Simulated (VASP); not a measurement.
Here is the system:

```yaml
crystal:
  lattice:
    - [-3.04393, 3.04393, 1.71799]
    - [3.04393, -3.04393, 1.71799]
    - [3.04393, 3.04393, -1.71799]
  atoms:
    - { symbol: Pm, position: [0.75000, 0.25000, 0.50000] }
    - { symbol: Pm, position: [0.97536, 0.00000, 0.97536] }
```

All values below come from PBEsol GGA, VASP's PBE PAW potentials (set 64) (plane waves; VASP). Numerical set-up: 480 eV cut-off, 12×12×12 Γ-centred mesh, first-order Methfessel-Paxton smearing of 0.10 eV, potentials Pm_3.

The 4f electrons are frozen in the core of the lanthanide potential, so 4f levels, which can set the real gap, and their magnetism are missing.

Q: Which forces act on the atoms, in eV/Å?

A: 
```json
[
 {"atom": "Pm1", "Fx": "0.000", "Fy": "-0.426", "Fz": "0.045"},
 {"atom": "Pm2", "Fx": "0.000", "Fy": "0.426", "Fz": "-0.045"}
]
```

Q: Give the stress tensor in GPa (positive for a compressed cell).

A: 
```
-0.07   0.00   0.00
 0.00   0.16  -1.62
 0.00  -1.62   0.05
```
The pressure is its mean diagonal, 0.05 GPa.

The structure was generated: Pm was put into the beta-Sn type (I4_1/amd), which need not be its known phase. This cell was strained or had an atom moved on purpose.
